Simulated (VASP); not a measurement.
Input:

```yaml
crystal:
  lattice:
    - [0.00000, 2.65344, 2.68846]
    - [2.69759, 0.00000, 2.68846]
    - [2.69759, 2.65344, 0.00000]
  atoms:
    - { symbol: Mg, position: [0.00000, 0.00000, 0.00000] }
    - { symbol: Se, position: [0.49161, 0.50839, 0.50839] }
```

Method: PBE GGA, VASP's PBE PAW potentials (set 64) (plane waves; VASP). Run with 400 eV cut-off, 1×1×1 Γ-centred mesh, Gaussian smearing of 0.050 eV, potentials Mg Se.

Q: What does the run give for the energy per atom (σ→0), pressure, largest force?

A: 
```json
{
 "energy per atom (σ→0)": "2.594 eV/atom",
 "pressure": "61.40 GPa",
 "largest_force": "0.087 eV/Å"
}
```

Total energies compare only between runs with the same potentials, cut-off and functional.

The compound is MgSe in the rock salt structure. The cell was not relaxed at this level, atoms are displaced from their ideal sites. The k-mesh is coarse (spacing up to 2.03 per Å, 2π included), so the numbers may not be converged in it. The run is one of a series of settings (KPOINTS 1×1×1 Γ-centred mesh against the base run), some of them coarse on purpose.
